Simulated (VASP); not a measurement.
Calculation: revTPSS meta-GGA, VASP's PBE PAW potentials (set 64) (plane waves; VASP).

VASP ran on this input.

### KPOINTS
```
Automatic mesh
0
Gamma
7 7 4
0 0 0
```

INCAR:
```
! general
SYSTEM =PtS2
PREC   =Accurate
ENCUT  =520   ! plane-wave cut-off (eV)
LREAL  =.False.   ! projection in real space or not
LASPH  =.True.   ! aspherical one-centre terms

! electronic loop
EDIFF  =1E-7   ! SCF stop (eV)
NELM   =100   ! most electronic steps
ALGO   =Normal   ! blocked Davidson
LMAXMIX=6   ! l cut-off of mixed one-centre charges
LMIXTAU=.True.

! smearing
ISMEAR =0   ! Gaussian
SIGMA  =0.05

! functional
METAGGA=RTPSS

! ions
IBRION =2   ! conjugate gradients
NSW    =30   ! most ionic steps
ISIF   =4   ! ions and shape, fixed volume
EDIFFG =-0.01   ! ionic stop

! output
LWAVE  =.False.
LCHARG =.False.
```

POSCAR:
```
PtS2
1
    1.7522367956    -3.0349632265     0.0000000000
    1.7522367956     3.0349632265     0.0000000000
    0.0000000000     0.0000000000     5.6867611851
Pt S
1 2
Direct
  0.0000000000   0.0000000000   0.0000000000
  0.3333330000   0.6666670000   0.2149913743
  0.6666670000   0.3333330000   0.7850086257
```

POTCAR, in this order: Pt S (PBE.64 set). Program: vasp_std.

Output

**OSZICAR**
```
       N       E                     dE             d eps       ncg     rms          rms(c)
DAV:   1     0.160807822589E+03    0.16081E+03   -0.10602E+04   864   0.133E+03
DAV:   2     0.299904622503E+02   -0.13082E+03   -0.12791E+03  1071   0.264E+02
DAV:   3     0.241829608357E+02   -0.58075E+01   -0.57551E+01  1106   0.636E+01
DAV:   4     0.241163672267E+02   -0.66594E-01   -0.66579E-01  1057   0.739E+00
DAV:   5     0.241151096256E+02   -0.12576E-02   -0.12574E-02  1141   0.954E-01    0.210E+01
DAV:   6     0.244911849758E+02    0.37608E+00   -0.21660E+01   882   0.548E+01    0.127E+01
DAV:   7     0.233604009154E+02   -0.11308E+01   -0.26599E+00  1015   0.188E+01    0.450E+00
DAV:   8     0.233782077780E+02    0.17807E-01   -0.12553E-01  1036   0.332E+00    0.159E+00
DAV:   9     0.233774147221E+02   -0.79306E-03   -0.44952E-02  1015   0.193E+00    0.556E-01
DAV:  10     0.233641991022E+02   -0.13216E-01   -0.26217E-03   973   0.663E-01    0.459E-01
DAV:  11     0.233877341713E+02    0.23535E-01   -0.71094E-03   896   0.102E+00    0.200E-01
DAV:  12     0.233613690733E+02   -0.26365E-01   -0.62602E-03   854   0.101E+00    0.510E-02
DAV:  13     0.233610554380E+02   -0.31364E-03   -0.18005E-04  1183   0.135E-01    0.405E-02
DAV:  14     0.233608602647E+02   -0.19517E-03   -0.15552E-04   868   0.161E-01    0.144E-02
DAV:  15     0.233608189317E+02   -0.41333E-04   -0.36971E-05  1092   0.648E-02    0.119E-02
DAV:  16     0.233608203978E+02    0.14661E-05   -0.59485E-06  1085   0.292E-02    0.757E-03
DAV:  17     0.233608162756E+02   -0.41222E-05   -0.13231E-06  1043   0.141E-02    0.498E-03
DAV:  18     0.233608146714E+02   -0.16042E-05   -0.96049E-07  1071   0.880E-03    0.132E-03
DAV:  19     0.233608147064E+02    0.35059E-07   -0.26655E-07  1012   0.506E-03
   1 F= 0.23360815E+02 E0= 0.23360815E+02  d E =0.233608E+02
       N       E                     dE             d eps       ncg     rms          rms(c)
DAV:   1     0.233525177433E+02   -0.82969E-02   -0.14720E+00   840   0.756E+00    0.988E-01
DAV:   2     0.233461317861E+02   -0.63860E-02   -0.67655E-02  1064   0.204E+00    0.413E-01
DAV:   3     0.233462744603E+02    0.14267E-03   -0.26890E-03  1179   0.434E-01    0.239E-01
DAV:   4     0.233464946186E+02    0.22016E-03   -0.14469E-03  1050   0.267E-01    0.630E-02
DAV:   5     0.233464282257E+02   -0.66393E-04   -0.27084E-04   910   0.136E-01    0.389E-02
DAV:   6     0.233464024753E+02   -0.25750E-04   -0.57418E-05  1001   0.687E-02    0.238E-02
DAV:   7     0.233463991280E+02   -0.33473E-05   -0.16694E-05  1015   0.442E-02    0.594E-03
DAV:   8     0.233463897910E+02   -0.93370E-05   -0.65534E-06   959   0.252E-02    0.481E-03
DAV:   9     0.233463892677E+02   -0.52325E-06   -0.13072E-06  1127   0.120E-02    0.148E-03
DAV:  10     0.233463884624E+02   -0.80528E-06   -0.24051E-07   974   0.438E-03    0.108E-03
DAV:  11     0.233463884088E+02   -0.53660E-07   -0.64825E-08   820   0.234E-03
   2 F= 0.23346388E+02 E0= 0.23346388E+02  d E =-.144263E-01
       N       E                     dE             d eps       ncg     rms          rms(c)
DAV:   1     0.233482863892E+02    0.18979E-02   -0.12634E+00   840   0.701E+00    0.900E-01
DAV:   2     0.233425612406E+02   -0.57251E-02   -0.58065E-02  1064   0.189E+00    0.373E-01
DAV:   3     0.233426906071E+02    0.12937E-03   -0.22303E-03  1165   0.397E-01    0.215E-01
DAV:   4     0.233428873850E+02    0.19678E-03   -0.12502E-03  1036   0.248E-01    0.584E-02
DAV:   5     0.233428280506E+02   -0.59334E-04   -0.23586E-04   917   0.126E-01    0.354E-02
DAV:   6     0.233428069056E+02   -0.21145E-04   -0.50158E-05   966   0.640E-02    0.220E-02
DAV:   7     0.233428037990E+02   -0.31066E-05   -0.15127E-05   973   0.418E-02    0.548E-03
DAV:   8     0.233427955317E+02   -0.82673E-05   -0.57356E-06   952   0.235E-02    0.447E-03
DAV:   9     0.233427951134E+02   -0.41830E-06   -0.10828E-06  1113   0.109E-02    0.128E-03
DAV:  10     0.233427944383E+02   -0.67509E-06   -0.19733E-07   898   0.398E-03    0.934E-04
DAV:  11     0.233427943952E+02   -0.43102E-07   -0.49354E-08   799   0.206E-03
   3 F= 0.23342794E+02 E0= 0.23342794E+02  d E =-.180203E-01
       N       E                     dE             d eps       ncg     rms          rms(c)
DAV:   1     0.233428067979E+02    0.12360E-04   -0.12177E-02   840   0.691E-01    0.939E-02
DAV:   2     0.233427426186E+02   -0.64179E-04   -0.55405E-04  1064   0.185E-01    0.373E-02
DAV:   3     0.233427429324E+02    0.31386E-06   -0.20154E-05  1172   0.377E-02    0.207E-02
DAV:   4     0.233427447222E+02    0.17897E-05   -0.13820E-05  1043   0.258E-02    0.564E-03
DAV:   5     0.233427438697E+02   -0.85248E-06   -0.26251E-06   931   0.129E-02    0.331E-03
DAV:   6     0.233427438564E+02   -0.13316E-07   -0.49091E-07   945   0.623E-03
   4 F= 0.23342744E+02 E0= 0.23342744E+02  d E =-.180709E-01
       N       E                     dE             d eps       ncg     rms          rms(c)
DAV:   1     0.233380303724E+02   -0.47135E-02   -0.18027E-01   840   0.310E+00    0.400E-01
DAV:   2     0.233412820255E+02    0.32517E-02   -0.95143E-03   973   0.871E-01    0.192E-01
DAV:   3     0.233414321183E+02    0.15009E-03   -0.15199E-03  1064   0.343E-01    0.919E-02
DAV:   4     0.233415700567E+02    0.13794E-03   -0.45880E-04  1029   0.165E-01    0.402E-02
DAV:   5     0.233415448102E+02   -0.25246E-04   -0.55766E-05  1015   0.721E-02    0.178E-02
DAV:   6     0.233415456066E+02    0.79634E-06   -0.25168E-05   987   0.480E-02    0.883E-03
DAV:   7     0.233415390248E+02   -0.65817E-05   -0.76927E-06   959   0.313E-02    0.397E-03
DAV:   8     0.233415357538E+02   -0.32710E-05   -0.14617E-06  1085   0.130E-02    0.187E-03
DAV:   9     0.233415352623E+02   -0.49156E-06   -0.34223E-07  1050   0.569E-03    0.949E-04
DAV:  10     0.233415352283E+02   -0.33974E-07   -0.78067E-08   862   0.273E-03
   5 F= 0.23341535E+02 E0= 0.23341535E+02  d E =-.120863E-02
       N       E                     dE             d eps       ncg     rms          rms(c)
DAV:   1     0.233377063067E+02   -0.38290E-02   -0.17788E-01   840   0.308E+00    0.398E-01
DAV:   2     0.233409198643E+02    0.32136E-02   -0.93847E-03   973   0.863E-01    0.190E-01
DAV:   3     0.233410662791E+02    0.14641E-03   -0.15089E-03  1064   0.342E-01    0.913E-02
DAV:   4     0.233412022446E+02    0.13597E-03   -0.45475E-04  1022   0.164E-01    0.398E-02
DAV:   5     0.233411768200E+02   -0.25425E-04   -0.55333E-05  1008   0.720E-02    0.178E-02
DAV:   6     0.233411775521E+02    0.73212E-06   -0.25126E-05   994   0.479E-02    0.877E-03
DAV:   7     0.233411711650E+02   -0.63871E-05   -0.76277E-06   987   0.312E-02    0.398E-03
DAV:   8     0.233411678338E+02   -0.33313E-05   -0.15252E-06  1071   0.133E-02    0.183E-03
DAV:   9     0.233411673356E+02   -0.49820E-06   -0.35187E-07  1064   0.576E-03    0.926E-04
DAV:  10     0.233411673047E+02   -0.30845E-07   -0.74767E-08   855   0.268E-03
   6 F= 0.23341167E+02 E0= 0.23341167E+02  d E =-.157655E-02
```

File OUTCAR:
```
------------------------ aborting loop because EDIFF is reached ----------------------------------------
  FORCE on cell =-STRESS in cart. coord.  units (eV):
  Direction    XX          YY          ZZ          XY          YZ          ZX
  --------------------------------------------------------------------------------------
  Total        0.1090895      0.1090895      0.1165267      0.0000000      0.0000000      0.0000000
  in kB        2.8896971      2.8896973      3.0867022      0.0000000      0.0000000      0.0000000
  external PRESSURE =       2.9553655 kB  Pullay stress =       0.0000000 kB
  volume of cell :       60.48
      direct lattice vectors                 reciprocal lattice vectors
     1.769642402 -3.065110631  0.000000000     0.282542959 -0.163126249  0.000000000
     1.769642402  3.065110631 -0.000000000     0.282542959  0.163126249  0.000000000
    -0.000000000  0.000000000  5.575445175     0.000000000  0.000000000  0.179357875
 POSITION                                       TOTAL-FORCE (eV/Angst)
 -----------------------------------------------------------------------------------
      0.00000      0.00000      0.00000        -0.000000      0.000000      0.000000
      1.76964      1.02171      1.23347        -0.000000     -0.000000      0.003310
      1.76964     -1.02171      4.34197         0.000000      0.000000     -0.003310
 -----------------------------------------------------------------------------------
    total drift:                               -0.000000      0.000000      0.000000
  FREE ENERGIE OF THE ION-ELECTRON SYSTEM (eV)
  ---------------------------------------------------
  free  energy   TOTEN  =        23.3411673047 eV

  energy  without entropy=       23.3411673047  energy(sigma->0) =       23.34116730

 reached required accuracy - stopping structural energy minimisation
```
(Selected blocks of OUTCAR.)

File CONTCAR:
```
PtS2
   1.00000000000000
     1.7696424015882830   -3.0651106306097207    0.0000000000000000
     1.7696424015882830    3.0651106306097207   -0.0000000000000000
    -0.0000000000000000    0.0000000000000000    5.5754451753749272
  Pt              S
     1     2
Direct
     0.0000000000000000    0.0000000000000000    0.0000000000000000
     0.3333330000000032    0.6666669999999968    0.2212332036082506
     0.6666669999999968    0.3333330000000032    0.7787667963917494
```

Without a dispersion term in the relaxation, distances and binding between the weakly bound layers, chains or molecules are unreliable, and so is what depends on them.

The compound is PtS2 in the 1T layered structure. This cell is one point of a volume scan, at 0.97 of the reference volume. Symmetry was kept, so distortions that lower it aren't found.
